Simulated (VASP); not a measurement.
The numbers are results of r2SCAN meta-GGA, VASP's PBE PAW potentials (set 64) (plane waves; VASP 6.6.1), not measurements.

VASP input:

KPOINTS_OPT:
```
k-points along high-symmetry lines
10
Line-mode
Reciprocal
  0.000000   0.000000   0.000000 ! GAMMA
 -0.500000  -0.500000   0.000000 ! X

 -0.500000  -0.500000   0.000000 ! X
 -0.375000  -0.375000   0.250000 ! U

 -0.375000  -0.000000   0.375000 ! K
  0.000000   0.000000   0.000000 ! GAMMA

  0.000000   0.000000   0.000000 ! GAMMA
 -0.000000  -0.000000   0.500000 ! L

 -0.000000  -0.000000   0.500000 ! L
 -0.500000  -0.250000   0.250000 ! W

 -0.500000  -0.250000   0.250000 ! W
 -0.500000  -0.500000   0.000000 ! X
```

### KPOINTS
```
Regular mesh
0
Gamma
 13 13 13
```

### INCAR
```
SYSTEM=PdAl
PREC=Accurate; ENCUT=400; LREAL=.FALSE.
LASPH=.TRUE.
EDIFF=1E-7; NELM=100; ALGO=Normal
LMAXMIX=4; LMIXTAU=.TRUE.
ISMEAR=-5
METAGGA=R2SCAN
ISIF=2
LWAVE=.FALSE.; LCHARG=.FALSE.; LORBIT=11
NEDOS=601
```

**POSCAR**
```
PdAl
2.7787310
  0.0000000000   0.9999998295   0.9999998295
  0.9999998295   0.0000000000   0.9999998295
  0.9999998295   0.9999998295   0.0000000000
Pd Al
1 1
direct
  0.0000000000   0.0000000000   0.0000000000
  0.2500000000   0.2500000000   0.2500000000
```

POTCAR, in this order: Pd Al (PBE.64 set). Program: vasp_std.

Estimate the energy per atom (σ→0), band gap (over mesh and band path).

| Quantity | Result |
|---|---|
| energy per atom (σ→0) | -14.893 eV/atom |
| band gap (over mesh and band path) | none (metal, semimetal or under 0.01 eV) |

### OSZICAR
```
...
DAV:  13    -0.297865819692E+02   -0.13215E-03   -0.79138E-05  1758   0.101E-01    0.759E-03
DAV:  14    -0.297865801099E+02    0.18593E-05   -0.32483E-06  1878   0.225E-02    0.615E-03
DAV:  15    -0.297865827348E+02   -0.26249E-05   -0.39816E-06  1720   0.241E-02    0.468E-03
DAV:  16    -0.297865829313E+02   -0.19650E-06   -0.42042E-06  1718   0.236E-02    0.370E-04
DAV:  17    -0.297865839468E+02   -0.10156E-05   -0.25188E-07  1762   0.681E-03    0.242E-04
DAV:  18    -0.297865838912E+02    0.55624E-07   -0.39178E-09   878   0.606E-04
   1 F= -.29786584E+02 E0= -.29786584E+02  d E =0.000000E+00
       N       E                     dE             ncg
```

The structure was generated: PdAl was put into the zinc blende type (F-43m), which need not be its known phase. It was relaxed first, which changed the volume by -21 %. The electron count is odd and the run is not spin-polarised, which forces a metal.
